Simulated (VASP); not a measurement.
These are r2SCAN+rVV10, VASP's PBE PAW potentials (set 64) (plane waves; VASP) values and carry that method's errors.

VASP input:

File POSCAR:
```
KZnF3
1
    3.9900855490     0.0000000000     0.0000000000
    0.0000000000     3.9900855490     0.0000000000
    0.0000000000     0.0000000000     3.9900855490
K Zn F
1 1 3
Direct
  0.0000000000   0.0000000000   0.0000000000
  0.5000000000   0.5000000000   0.5000000000
  0.5000000000   0.0000000000   0.5000000000
  0.0000000000   0.5000000000   0.5000000000
  0.5000000000   0.5000000000   0.0000000000
```

### INCAR
```
SYSTEM = KZnF3
PREC = Accurate
ENCUT = 520
EDIFF = 1E-7
NELM = 100
ALGO = Normal
LREAL = .FALSE.
LASPH = .TRUE.
ISMEAR = 0
SIGMA = 0.05
METAGGA = R2SCAN
LUSE_VDW = .TRUE.
BPARAM = 11.95
CPARAM = 0.0093
LMIXTAU = .TRUE.
LMAXMIX = 4
LWAVE = .FALSE.
LCHARG = .FALSE.
ISIF = 2
```

### KPOINTS
```
Automatic mesh
0
Gamma
6 6 6
0 0 0
```

POTCAR, in this order: K_sv Zn F (PBE.64 set). Program: vasp_std.

Question: What does the run give for the energy per atom (σ→0), pressure, band gap (on the k-mesh)?

Answer: 
```yaml
energy per atom (σ→0): -7.396 eV/atom
band gap (on the k-mesh): 4.64 eV
pressure: 3.18 GPa
```

OSZICAR:
```
...
DAV:  13    -0.369797458271E+02   -0.25779E-02   -0.24920E-03  1540   0.121E+00    0.331E-02
DAV:  14    -0.369767273749E+02    0.30185E-02   -0.20044E-03  1023   0.644E-01    0.483E-02
DAV:  15    -0.369796939441E+02   -0.29666E-02   -0.46688E-04  1022   0.276E-01    0.216E-02
DAV:  16    -0.369801013215E+02   -0.40738E-03   -0.20732E-04  1103   0.149E-01    0.565E-03
DAV:  17    -0.369801027753E+02   -0.14538E-05   -0.43930E-06  1315   0.209E-02    0.590E-03
DAV:  18    -0.369800944425E+02    0.83328E-05   -0.48916E-06  1087   0.387E-02    0.924E-03
DAV:  19    -0.369800943477E+02    0.94772E-07   -0.71374E-07  1230   0.132E-02
   1 F= -.36980094E+02 E0= -.36980094E+02  d E =-.489222E-12
```

The compound is KZnF3 in the cubic perovskite structure. This cell is one point of a volume scan, at 0.97 of the reference volume.
